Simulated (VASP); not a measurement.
Crystal: Ti2SiTe2.

```xyz
10
Lattice="3.6083 -0.0172 -0.0063 -3.6381 6.4164 -0.0591 -0.0174 -0.1050 10.1149" Properties=species:S:1:pos:R:3 pbc="T T T"
Ti    0.0432    1.9184    1.2067
Ti   -1.7892    5.3572    1.2392
Ti    1.6124    0.8710    8.4736
Ti   -0.1494    4.4028    8.5795
Si   -3.2899    6.2071    9.9780
Si   -1.9726    3.4352    9.9609
Te    1.6095    1.3143    3.0896
Te    0.2075    4.2046    3.1679
Te    0.0013    2.0480    6.7494
Te   -2.0696    5.2493    6.9280
```

The cell was built by a generator and needn't be a form met in nature.

| Property | Result |
| --- | --- |
| Program | VASP 6.6.1 |
| Task | relaxation of cell and atoms |
| Functional | PBE |
| Potentials or basis | VASP PAW PBE potentials, release 64 (Ti_sv, Si, Te) |
| Cutoff | 520 eV |
| k mesh | 7 × 7 × 3 |
| Occupations | gaussian, width 0.15 eV |
| Spin | no spin polarisation |

At the start: pressure 6.6 GPa; volume 23.35 Å³/atom.

Question: How do energy, volume and symmetry change on relaxing?

Answer: Over 29 steps the energy falls by 309.3 meV/atom and the volume is 23.74 Å³/atom (+1.6 %); space group P-1 (No. 2, to 0.05 Å).

The path:
```tsv
step	energy change (eV)	largest force (eV/Å)	pressure (GPa)	volume (Å³)
1	0.0000	4.1561	6.57	233.52
2	-1.7170	1.3866	-6.51	267.38
3	-1.8654	1.2880	-4.63	258.62
4	-2.6695	0.9111	-0.57	240.83
5	-2.7140	1.1089	1.19	235.81
6	-2.9022	0.9164	0.47	236.13
7	-2.9143	0.9276	0.32	236.22
8	-2.9974	0.4898	-0.43	238.02
9	-3.0121	0.3141	-0.91	239.12
10	-3.0392	0.2662	0.71	234.42
11	-3.0402	0.2438	0.44	235.15
12	-3.0587	0.1522	0.21	235.87
13	-3.0635	0.1938	0.01	236.54
14	-3.0725	0.1175	-0.07	237.00
15	-3.0735	0.1265	-0.11	237.20
16	-3.0783	0.0676	0.12	236.61
17	-3.0792	0.0732	0.21	236.33
18	-3.0833	0.0687	-0.12	237.48
19	-3.0837	0.0983	-0.32	238.08
20	-3.0837	0.0894	-0.28	237.87
21	-3.0859	0.0913	-0.25	237.90
22	-3.0880	0.0946	-0.20	237.94
23	-3.0880	0.0965	-0.21	237.93
24	-3.0902	0.0608	-0.04	237.41
25	-3.0910	0.0525	0.15	236.89
26	-3.0918	0.0396	0.06	237.15
27	-3.0922	0.0457	-0.08	237.49
28	-3.0929	0.0313	-0.08	237.41
29	-3.0931	0.0298	-0.07	237.37
```

Final structure:
```
Ti Si Te
1.0
     3.69449   -0.00726   -0.04028
    -3.70401    6.27612    0.03029
    -0.12019   -0.01257   10.25028
Ti Si Te
4 2 4
Direct
  0.34976 0.34273 0.13219
  0.34626 0.84287 0.13214
  0.65660 0.16989 0.84869
  0.66013 0.67014 0.84917
  0.00273 0.00685 0.99039
  0.00393 0.50595 0.99030
  0.69456 0.17756 0.30749
  0.69365 0.67817 0.30727
  0.31143 0.33484 0.67351
  0.31233 0.83444 0.67369
```
